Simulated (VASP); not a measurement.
OSZICAR of a VASP run on K (bcc):

### OSZICAR
```
       N       E                     dE             d eps       ncg     rms          rms(c)
DAV:   1     0.464702078984E+02    0.46470E+02   -0.36228E+03   896   0.854E+02
DAV:   2     0.354115230410E+00   -0.46116E+02   -0.45887E+02   904   0.213E+02
DAV:   3    -0.110916591923E+01   -0.14633E+01   -0.14620E+01  1480   0.351E+01
DAV:   4    -0.113507536430E+01   -0.25909E-01   -0.25883E-01  1352   0.374E+00
DAV:   5    -0.113554591393E+01   -0.47055E-03   -0.47116E-03  1568   0.334E-01    0.203E+00
DAV:   6    -0.113355863801E+01    0.19873E-02   -0.38189E-03  1464   0.511E-01    0.132E+00
DAV:   7    -0.113310827018E+01    0.45037E-03   -0.66221E-03  1360   0.616E-01    0.914E-02
DAV:   8    -0.113310868676E+01   -0.41659E-06   -0.45005E-04  1464   0.284E-01    0.263E-02
DAV:   9    -0.113312420668E+01   -0.15520E-04   -0.18645E-05  1368   0.455E-02    0.146E-02
DAV:  10    -0.113312318169E+01    0.10250E-05   -0.41747E-06  1448   0.186E-02    0.256E-03
DAV:  11    -0.113312294055E+01    0.24114E-06   -0.98160E-08  1304   0.381E-03    0.164E-04
DAV:  12    -0.113312292223E+01    0.18321E-07   -0.18042E-09   920   0.364E-04
   1 F= -.11331229E+01 E0= -.11331229E+01  d E =0.000000E+00
```

Problem. Which electronic solver shows in the log?

Solution. It is blocked Davidson (ALGO = Normal, or the opening steps of other solvers). The INCAR had ALGO = Normal.

Problem. Can the final energy be trusted as converged?

Solution. Self-consistency was reached. It stopped with EDIFF = 1E-7, NELM = 100 (PBEsol GGA, plane waves, VASP's PBE PAW potentials (set 64)).

The compound is K in the bcc structure. It was relaxed first.
